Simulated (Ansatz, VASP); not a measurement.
# SiC (Moissanite 3C): VASP beside Ansatz

Aim: how closely do two programs agree when they are given the same cell, functional and k mesh? The cell is taken from a series of runs on this material, whose earlier steps may have relaxed, scaled, displaced or heated it; both programs get it as it stands. Other levels of theory on this material are compared in a session of their own.

Calculated with Ansatz 0.2.0; plane waves, with VASP 6.6.1 beside it; relaxation of cell and atoms at PBE.

**1. Starting point**

Symmetry: F-43m, No. 216, cubic system. Conventional cell: a = 4.380 Å, b = 4.380 Å, c = 4.380 Å, α = 90.00°, β = 90.00°, γ = 90.00°. C has 4 Si at 1.90 Å nearest. Nearest to Si lie 4 C at 1.90 Å. Farther neighbours are not listed.

Coordinates:

```cif
data_structure
_symmetry_space_group_name_H-M 'P 1'
_symmetry_Int_Tables_number 1
_cell_length_a 3.0969
_cell_length_b 3.0969
_cell_length_c 3.0969
_cell_angle_alpha 60.000
_cell_angle_beta 60.000
_cell_angle_gamma 60.000
_cell_volume 21.00
loop_
_atom_site_label
_atom_site_type_symbol
_atom_site_fract_x
_atom_site_fract_y
_atom_site_fract_z
_atom_site_occupancy
C1 C 0.75000 0.75000 0.75000 1
Si2 Si 0.00000 0.00000 0.00000 1
```

**2. VASP: relaxation of cell and atoms, PBE**

The relaxed volume is the usual yardstick between codes: in a stiff, nearly cubic crystal its relative difference is about their pressure difference at one cell divided by the bulk modulus.

Lines of VASP's logs that name or quote its potential files are left out, and so is its time.

Input file INCAR:

```
SYSTEM = SiC
PREC = Accurate
ENCUT = 600
EDIFF = 1E-07
NELM = 120
ISMEAR = 0
SIGMA = 0.01
LREAL = .FALSE.
ALGO = Normal
GGA = PE
NBANDS = 10
LORBIT = 11
LWAVE = .FALSE.
LCHARG = .FALSE.
ISIF = 3
IBRION = 2
NSW = 80
EDIFFG = -0.005
LASPH = .TRUE.
GGA_COMPAT = .FALSE.
NELMIN = 4
EFERMI = MIDGAP
KPAR = 2
```

Input file POSCAR:

```
SiC
1.0
    0.0000000000      2.1898560000      2.1898560000
    2.1898560000      0.0000000000      2.1898560000
    2.1898560000      2.1898560000      0.0000000000
C Si
1 1
Direct
    0.7500002283      0.7500002283      0.7500002283
    0.0000000000      0.0000000000      0.0000000000
```

Input file KPOINTS:

```
Automatic mesh
0
Gamma
12 12 12
0 0 0
```

Potentials, in the order of the species: C and Si (PBE family, release 64).

Launch:

```bash
> mpirun -np 2 vasp_std
```

Numbers of over 12 decimals in the logs are rounded to 6 here.

What it wrote:

```text
[banner, memory and clock lines left out]
running    2 mpi-ranks, on    1 nodes
 distrk:  each k-point on    1 cores,    2 groups
 distr:  one band on    1 cores,    1 groups

 POSCAR found type information on POSCAR C Si
 POSCAR found :  2 types and       2 ions
 LDA part: xc-table for (Slater+PW92), standard interpolation
 POSCAR, INCAR and KPOINTS ok, starting setup
 FFT: planning ... GRIDC
 FFT: planning ... GRID_SOFT
 FFT: planning ... GRID
 WAVECAR not read
 entering main loop
       N       E                     dE             d eps       ncg     rms          rms(c)
DAV:   1     0.541530132992E+01    0.54153E+01   -0.43440E+03  1488   0.763E+02
DAV:   2    -0.161621555701E+02   -0.21577E+02   -0.20336E+02  1882   0.115E+02
DAV:   3    -0.168724870255E+02   -0.71033E+00   -0.70883E+00  1750   0.188E+01
DAV:   4    -0.168753084826E+02   -0.28215E-02   -0.28212E-02  1678   0.143E+00
DAV:   5    -0.168753215547E+02   -0.13072E-04   -0.13072E-04  1660   0.910E-02    0.865E+00
DAV:   6    -0.151157434677E+02    0.17596E+01   -0.67279E+00  1496   0.124E+01    0.380E+00
DAV:   7    -0.150696622170E+02    0.46081E-01   -0.35454E-01  1696   0.370E+00    0.175E+00
DAV:   8    -0.150620657422E+02    0.75965E-02   -0.20320E-02  1490   0.103E+00    0.163E-01
DAV:   9    -0.150622054331E+02   -0.13969E-03   -0.14905E-03  1880   0.235E-01    0.111E-01
DAV:  10    -0.150623149357E+02   -0.10950E-03   -0.21657E-04  1602   0.979E-02    0.245E-02
DAV:  11    -0.150623171636E+02   -0.22278E-05   -0.39838E-05  1628   0.351E-02    0.593E-03
DAV:  12    -0.150623175699E+02   -0.40631E-06   -0.16020E-06  1540   0.859E-03    0.989E-04
DAV:  13    -0.150623176134E+02   -0.43483E-07   -0.79851E-08  1210   0.219E-03
   1 F= -.15062318E+02 E0= -.15062318E+02  d E =-.150623E+02
 curvature:   0.00 expect dE= 0.000E+00 dE for cont linesearch  0.000E+00
 trial: gam= 0.00000 g(F)=  0.586E-40 g(S)=  0.414E-04 ort = 0.000E+00 (trialstep = 0.100E+01)
 search vector abs. value=  0.414E-04
 bond charge predicted
       N       E                     dE             d eps       ncg     rms          rms(c)
DAV:   1    -0.150623348526E+02   -0.17283E-04   -0.78870E-04  1452   0.201E-01    0.312E-02
DAV:   2    -0.150623215536E+02    0.13299E-04   -0.34620E-05  1494   0.333E-02    0.155E-02
DAV:   3    -0.150623191277E+02    0.24259E-05   -0.46706E-06  1546   0.132E-02    0.422E-03
DAV:   4    -0.150623189204E+02    0.20730E-06   -0.75633E-07  1502   0.434E-03    0.188E-03
DAV:   5    -0.150623190106E+02   -0.90213E-07   -0.26655E-08   736   0.106E-03
   2 F= -.15062319E+02 E0= -.15062319E+02  d E =-.139724E-05
 trial-energy change:   -0.000001  1 .order    0.000000   -0.000041    0.000042
 step:   0.5262(harm=  0.4979)  dis= 0.00000  next Energy=   -15.062329 (dE=-0.111E-04)
 bond charge predicted
       N       E                     dE             d eps       ncg     rms          rms(c)
DAV:   1    -0.150623334420E+02   -0.14522E-04   -0.17652E-04  1448   0.949E-02    0.148E-02
DAV:   2    -0.150623299781E+02    0.34639E-05   -0.78620E-06  1490   0.158E-02    0.738E-03
DAV:   3    -0.150623290799E+02    0.89817E-06   -0.10485E-06  1542   0.627E-03    0.204E-03
DAV:   4    -0.150623288127E+02    0.26724E-06   -0.16448E-07   918   0.206E-03    0.752E-04
DAV:   5    -0.150623287612E+02    0.51440E-07   -0.81957E-09   738   0.713E-04
   3 F= -.15062329E+02 E0= -.15062329E+02  d E =-.111478E-04
 curvature:  -0.25 expect dE=-0.297E-07 dE for cont linesearch -0.297E-07
 trial: gam= 0.00000 g(F)=  0.120E-40 g(S)=  0.120E-06 ort =-0.223E-05 (trialstep = 0.905E+00)
 search vector abs. value=  0.120E-06
 reached required accuracy - stopping structural energy minimisation
```

Parts of OUTCAR (step 2):

```text
ion  position               nearest neighbor table
   1  0.750  0.750  0.750-   2 1.90   2 1.90   2 1.90   2 1.90
   2  0.000  0.000  0.000-   1 1.90   1 1.90   1 1.90   1 1.90

  LATTYP: Found a face centered cubic cell.
 ALAT       =     4.3797120000

 Subroutine GETGRP returns: Found 24 space group operations
 (whereof 24 operations were pure point group operations)

The static configuration has the point symmetry T_d .

 Found     72 irreducible k-points:

   k-points           NKPTS =     72   k-points in BZ     NKDIM =     72   number of bands    NBANDS=     10

   dimension x,y,z NGX =    28 NGY =   28 NGZ =   28
   dimension x,y,z NGXF=    56 NGYF=   56 NGZF=   56

   ENCUT  =  600.0 eV  44.10 Ry    6.64 a.u.   6.19  6.19  6.19*2*pi/ulx,y,z

   NELECT =       8.0000    total number of electrons

 k-points in reciprocal lattice and weights: Automatic mesh
   0.00000000  0.00000000  0.00000000       0.001
   0.08333333  0.00000000  0.00000000       0.005
   0.16666667  0.00000000  0.00000000       0.005
   0.25000000  0.00000000  0.00000000       0.005
   0.33333333  0.00000000  0.00000000       0.005
   0.41666667  0.00000000  0.00000000       0.005
   0.50000000  0.00000000  0.00000000       0.002
   0.08333333  0.08333333  0.00000000       0.003
   0.16666667  0.08333333  0.00000000       0.014
[...]
-0.33333333  0.50000000  0.16666667       0.007
  -0.25000000  0.50000000  0.25000000       0.003

 average (electrostatic) potential at core
       1 -44.9845       2 -80.5668

 E-fermi :   8.6350

 k-point     1 :       0.0000    0.0000    0.0000
  band No.  band energies     occupation
      1      -7.3438      2.00000
      2       7.9497      2.00000
      3       7.9498      2.00000
      4       7.9498      2.00000
      5      14.0194      0.00000
      6      15.1613      0.00000
      7      15.1613      0.00000
      8      15.1613      0.00000
      9      22.3757      0.00000
    ...

 k-point     2 :       0.0833    0.0000    0.0000
  band No.  band energies     occupation
      1      -7.2095      2.00000
      2       7.2240      2.00000
      3       7.8551      2.00000
      4       7.8552      2.00000
      5      14.2730      0.00000
      6      15.3024      0.00000
      7      15.3356      0.00000
      8      15.3356      0.00000
      9      21.6410      0.00000
    ...

 k-point     3 :       0.1667    0.0000    0.0000
  band No.  band energies     occupation
      1      -6.8106      2.00000
      2       5.5890      2.00000
      3       7.6211      2.00000
      4       7.6211      2.00000
      5      14.1662      0.00000
      6      15.6776      0.00000
      7      15.6776      0.00000
      8      16.1733      0.00000
      9      20.8602      0.00000
    ...

  Total        0.0012862      0.0012862      0.0012862      0.0000000      0.0000000     -0.0000000
  in kB        0.0982056      0.0982056      0.0982056      0.0000000      0.0000000     -0.0000000
  external PRESSURE =       0.0982056 kB  Pullay stress =       0.0000000 kB

  energy-cutoff  :      600.00
  volume of cell :       20.98
      direct lattice vectors                 reciprocal lattice vectors
     0.000000000  2.189191505  2.189191505    -0.228394820  0.228394820  0.228394820
     2.189191505  0.000000000  2.189191505     0.228394820 -0.228394820  0.228394820
     2.189191505  2.189191505 -0.000000000     0.228394820  0.228394820 -0.228394820

 POSITION                                       TOTAL-FORCE (eV/Angst)
 -----------------------------------------------------------------------------------
      3.28379      3.28379      3.28379         0.000000      0.000000      0.000000
      0.00000      0.00000      0.00000        -0.000000     -0.000000     -0.000000
 -----------------------------------------------------------------------------------
    total drift:                               -0.000321     -0.000321     -0.000321

  FREE ENERGIE OF THE ION-ELECTRON SYSTEM (eV)
  ---------------------------------------------------
  free  energy   TOTEN  =       -15.0623287612 eV

  energy  without entropy=      -15.0623287612  energy(sigma->0) =      -15.06232876

 reached required accuracy - stopping structural energy minimisation

 total charge
# of ion       s       p       d       tot
------------------------------------------
    1        0.834   1.696   0.000   2.531
    2        0.706   0.961   0.000   1.668
--------------------------------------------------
tot          1.541   2.658   0.000   4.198

[... 3 further parts left out ...]
```

CONTCAR:

```
SiC
   1.00000000000000
     0.0000000000000000    2.1891915049210615    2.1891915049210615
     2.1891915049210615    0.0000000000000000    2.1891915049210615
     2.1891915049210615    2.1891915049210615   -0.0000000000000000
  C               Si
     1     1
Direct
     0.7500002283000029    0.7500002283000029    0.7500002283000029
     0.0000000000000000    0.0000000000000000    0.0000000000000000
```

The run keeps the 24 symmetry operations of its start, so it cannot find a distortion of lower symmetry.

**3. Ansatz: relaxation of cell and atoms, PBE**

Ansatz runs on its PAW soft_1 files.

The same cell, functional and mesh now go to Ansatz, which takes its cutoff from its data sets.

Input file input.yaml:

```yaml
crystal:
  lattice:
    - [0.0, 2.1898563757, 2.1898563757]
    - [2.1898563757, 0.0, 2.1898563757]
    - [2.1898563757, 2.1898563757, 0.0]
  atoms:
    - { symbol: C, position: [0.75, 0.75, 0.75] }
    - { symbol: Si, position: [0.0, 0.0, 0.0] }
kpoints:
  mp_grid: { grid: [12, 12, 12] }
hamiltonian:
  xc: pbe
  pseudopotentials: { kind: paw, azcp: { folder: soft_1 } }
scf:
  occupations: { method: fixed }
output:
  forces: true
  stress: true
  eigenvalues: true
relax:
  adjacent_minimum: "off"
  f_tol: 0.001
  max_steps: 60
  cell: { stress_tol: 0.01 }
```

Launch:

```bash
> ansatz run input.yaml --threads 4 --pin off --max-ram 10240MiB --backend cpu --events-out ev --progress --plain --runs-dir out
```

What it wrote:

```text
Engine: ansatz 0.2.0, x86_64-unknown-linux-gnu
Pseudopotentials: kind: paw
Pseudopotential: C, paw, valence charge 4, recommended cutoff 420 eV (normal), soft_1/C.paw.azcp
Pseudopotential: Si, paw, valence charge 4, recommended cutoff 420 eV (normal), soft_1/Si.paw.azcp
Functional definition: PBE
  parameter kappa = 0.804
  parameter beta = 0.066725
  exchange = pbe_x(kappa = kappa, mu = beta*pi^2/3)
  correlation = pbe_c(beta = beta)
Crystal: 2 atoms, lattice volume = 21.003 Å³
Basis set: ecut = 420 eV, 411 PW (Γ), exchange–correlation on 48×48×48 points (8 copies of the dense FFT grid, shifted against one another)
Bands: 8, of which v1, the nominal top of the filled ones, is band 4 counted from 1 (3 counted from 0)
Symmetry: 24 space group operations
Space group: F-43m (ITA 216), of the structure as read, at distance tolerance 2.8e-5 Å
k-points: 72 of 1728 (time reversal used)
Non-local potential: C, projectors of the file, l = 0: 2, l = 1: 2, l = 2: 1
Non-local potential: Si, projectors of the file, l = 0: 2, l = 1: 2, l = 2: 1
PAW form: soft (Blöchl's): semilocal exchange-correlation on the pseudo side does not see the compensation charge
PAW one-centre angular grid: C, 110 points (default); XC on 64 Gauss nodes
PAW one-centre angular grid: Si, 110 points (default); XC on 64 Gauss nodes
Initial density: superposition of atomic densities (chi_scale 0.1, normalization cell, long waves kept (reshape's long-wave potential 0.00 eV rms))
Initial wavefunctions: pseudopotential atomic-orbital guess
Functional: x = pbe(κ = 0.804, μ = 0.219515), c = pbe(β = 0.066725)
SCF iter   1: F=—  HF=-888.619148 eV  |F-HF|=—  |Δ(HF+E_count)|=         —  Δρ=1.35e-1  dr2=4.75e0  ethr=3.10e-3  ⟨swp⟩=4.5  Hψ=3992  notcnv=0  defer=65
preconditioner: auto → none  [insulator: Δε(μ)=3.251 eV  Ē_g=14.588 eV  n_scr=0 (ndim 8)  ℏωp=22.9 eV  f_vac=0.000  ε∞_Penn≈3.5]
SCF iter   2: F=—  HF=-887.245314 eV  |F-HF|=—  |Δ(HF+E_count)|=    1.37e0  Δρ=4.98e-2  dr2=3.32e-1  ethr=3.10e-3  ⟨swp⟩=3.1  Hψ=1854  notcnv=0  defer=131
SCF iter   3: F=—  HF=-887.164891 eV  |F-HF|=—  |Δ(HF+E_count)|=   8.04e-2  Δρ=1.97e-2  dr2=4.27e-2  ethr=3.10e-3  ⟨swp⟩=2.3  Hψ=1058  notcnv=0  defer=131
SCF iter   4: F=—  HF=-887.162809 eV  |F-HF|=—  |Δ(HF+E_count)|=   2.08e-3  Δρ=1.34e-3  dr2=2.54e-4  ethr=5.34e-4  ⟨swp⟩=2.0  Hψ=728  notcnv=0  defer=136
SCF iter   5: F=—  HF=-887.162933 eV  |F-HF|=—  |Δ(HF+E_count)|=   1.23e-4  Δρ=2.29e-4  dr2=3.66e-6  ethr=3.18e-6  ⟨swp⟩=2.4  Hψ=986  notcnv=0  defer=136
SCF iter   6: F=—  HF=-887.162946 eV  |F-HF|=—  |Δ(HF+E_count)|=   1.37e-5  Δρ=6.17e-5  dr2=3.96e-7  ethr=4.58e-8  ⟨swp⟩=2.0  Hψ=864  notcnv=0  defer=9
SCF iter   7: F=-887.162946 eV  HF=-887.162946 eV  |F-HF|=2.14e-9  |Δ(HF+E_count)|=   1.06e-7  Δρ=8.34e-6  dr2=7.21e-9  ethr=1.25e-9  ⟨swp⟩=6.1  Hψ=3488  notcnv=0
SCF 1 converged in 7 iterations: F = -887.162946 eV  dr2 = 7.21e-9
  greatest PAW one-centre occupation: 0.645 electrons in one spin orbital (limit 2), on the C atom at site 0 (counted from 0), in its partial waves of l = 0
relax step   1: F+E_penalty+E_count = -887.16294615 eV  Δ(F+E_penalty+E_count) = +0.000e0 eV  max|allowed force component| = 3.886e-16 eV/Å  Δτ_max = 0.0000 Å  P = +0.000 GPa  Ω = 21.003 Å³  (7 SCF iters, dr2 threshold 1.00e-7 eV, accepted)
Initial density: handed on by an earlier stage of this run
Initial wavefunctions: pseudopotential atomic-orbital guess (no wavefunctions were taken with the density)
iter 1 solved again at ethr=6.15e-8 eV; its pass at ethr=3.10e-3 eV (dr2=4.92e-6 eV) is discarded
SCF iter   1: F=—  HF=-887.162941 eV  |F-HF|=—  |Δ(HF+E_count)|=         —  Δρ=8.60e-6  dr2=8.22e-9  ethr=6.15e-8  ⟨swp⟩=2.9  Hψ=5772  notcnv=0  defer=138
preconditioner: auto → none  [insulator: Δε(μ)=1.373 eV  Ē_g=13.910 eV  n_scr=0 (ndim 8)  ℏωp=22.9 eV  f_vac=0.000  ε∞_Penn≈3.7]
SCF iter   2: F=—  HF=-887.162946 eV  |F-HF|=—  |Δ(HF+E_count)|=   5.64e-6  Δρ=3.59e-6  dr2=1.39e-9  ethr=1.03e-10  ⟨swp⟩=2.1  Hψ=867  notcnv=0  defer=83
SCF iter   3: F=—  HF=-887.162946 eV  |F-HF|=—  |Δ(HF+E_count)|=  2.50e-11  Δρ=1.56e-6  dr2=1.98e-10  ethr=1.74e-11  ⟨swp⟩=2.0  Hψ=819  notcnv=0  defer=83
SCF iter   4: F=—  HF=-887.162946 eV  |F-HF|=—  |Δ(HF+E_count)|=  3.46e-11  Δρ=1.64e-7  dr2=2.42e-12  ethr=2.47e-12  ⟨swp⟩=2.1  Hψ=871  notcnv=0  defer=83
SCF iter   5: F=-887.162946 eV  HF=-887.162946 eV  |F-HF|=2.27e-13  |Δ(HF+E_count)|=  2.84e-12  Δρ=2.48e-8  dr2=7.75e-14  ethr=1.00e-12  ⟨swp⟩=7.4  Hψ=3332  notcnv=0
SCF 2 converged in 5 iterations: F = -887.162946 eV  dr2 = 7.75e-14
relax step   2: F+E_penalty+E_count = -887.16294615 eV  Δ(F+E_penalty+E_count) = -1.220e-9 eV  max|allowed force component| = 3.886e-16 eV/Å  Δτ_max = 0.0000 Å  P = -0.000 GPa  Ω = 21.003 Å³  stress off target by 1.62e-4 GPa  SCF on the basis re-selected at this cell (its energy is not comparable with the rows above)  (5 SCF iters)
basis re-selected at this cell: Δ(F+E_penalty+E_count) = -1.220e-9 eV, ΔP = -0.000 GPa vs the last step (what re-selecting the basis moved, of the pressure what is left beyond the Pulay correction that the steps carried, after the strain that the cell walked since its last selection, with what the two solves' SCF thresholds leave and, on support functions, any second-order correction that the steps lacked; it is no m [...]
SCF converged after 5 iterations
Free energy (F): -887.162946 eV
Harris-Foulkes:  -887.162946 eV  (|F-HF|=2.27e-13)
Internal energy: -887.162946 eV  (E = F + TS)
E sigma→0 (E₀):  -887.162946 eV
Fermi energy:    9.294494 eV
--- Per-component energies (eV) ---
  E_band       = 27.496589
  E_kinetic    = 132.562054
  E_local      = -96.367540  (includes V_loc(G=0)·N_el)
  E_nonlocal   = 45.009430
  E_hartree    = 31.977383
  E_xc         = -105.399896
  E_vxc        = -108.346380  (∫ρ·V_xc dr)
  E_paw        = -611.572486  (= ΣΔE_a)
  E_vpaw       = -9.315792  (= ΣTr[D̂ρ^β])
  E_aug_tail   = 0.000052  (compensation charges beyond the density's cutoff)
  E_ewald      = -283.371943
  E_smearing   = -0.000000  (= −TS)
  E_closure    = 0.000000  (closes the sum)
  Σ components = -887.162946   (vs F -887.162946, Δ=0.00e0)
--- Forces (eV/Å), atoms counted from 1 ---
  atom   1  C      0.00000000    -0.00000000     0.00000000
  atom   2  Si    -0.00000000     0.00000000     0.00000000
  max |Σ_I F_I| component: 1.11e-16 eV/Å
--- Stress (GPa, compression-positive) ---
       -0.000162      -0.000000      -0.000000
       -0.000000      -0.000162       0.000000
       -0.000000       0.000000      -0.000162
  P = ⅓ Tr σ = -0.0002 GPa (-0.002 kbar)
--- Band table (eV; the first three rows and the last of 72) ---
  k-point 0: bands = ["-5.9965", "9.2945", "9.2945", "9.2945", "15.3263", "16.4980", "16.4980", "16.4980"]
  k-point 1: bands = ["-5.8623", "8.5680", "9.1997", "9.1997", "15.5846", "16.6348", "16.6717", "16.6717"]
  k-point 2: bands = ["-5.4639", "6.9325", "8.9651", "8.9651", "15.4889", "17.0126", "17.0126", "17.4949"]
  k-point 71: bands = ["-0.8249", "2.2894", "4.3718", "4.6625", "14.4815", "18.5850", "18.6046", "18.9994"]
--- Relaxed structure (1 steps of the walk, 1 accepted, 1 SCFs on fresh bases) ---
  F+E_penalty+E_count = -887.16294615 eV   max|allowed force component| = 3.886e-16 eV/Å   (the final SCF, on the basis selected at the relaxed cell)
  cell:  # Å, volume = 21.0028 Å³
    - [0.0, 2.1898563757, 2.1898563757]
    - [2.1898563757, 0.0, 2.1898563757]
    - [2.1898563757, 2.1898563757, 0.0]
  atoms:
    - { symbol: C, position: [0.75, 0.75, 0.75] }
    - { symbol: Si, position: [0.0, 0.0, 0.0] }
```

Reading the cycles: dr2 is the Hartree energy of the density residual (eV), the measure of convergence; HF is the Harris–Foulkes estimate of the energy, which meets the free energy F at convergence.

**4. Comparison**

Known differences besides the potentials themselves: fixed occupations in Ansatz, narrow Gaussian smearing in VASP; the cutoff is 420 eV in Ansatz and 600 eV in VASP; Ansatz adds a Pulay correction to the stress that steers its cell, VASP none. Total energies have different zeros and are not compared.

Both answers:

```tsv
quantity	Ansatz	VASP	difference
volume (Å³)	21.00	20.98	+0.09 %
edge a after relaxation, in the typed setting (Å)	3.097	3.096	+0.03 %
```

**5. Summary of results**

| Item | Value |
| --- | --- |
| difference in volume (relaxation of cell and atoms, PBE) | 0.091 % |

The difference in volume is 0.091 % (relaxation of cell and atoms, PBE), within the 1.2 % picked in this series as the mark of a large difference, as far as the stopping tolerances let one tell. 6 further runs of this series are not shown here. Such differences can come from data sets, numerical settings and the points named under the comparisons, not from the functional's error against experiment.

[Lines on the potential files, build, host, timing and source positions are cut from VASP's logs without a mark.]

[Logs are printed without paths, hosts, clocks, repeated set-up lines and the standing remarks that a program may print on its own settings, such as how far it seeks lower states.]

[Hosts, paths, dates, database ids (printed as entryN), source tags and the programs' standing remarks are cut or masked in the printed files.]
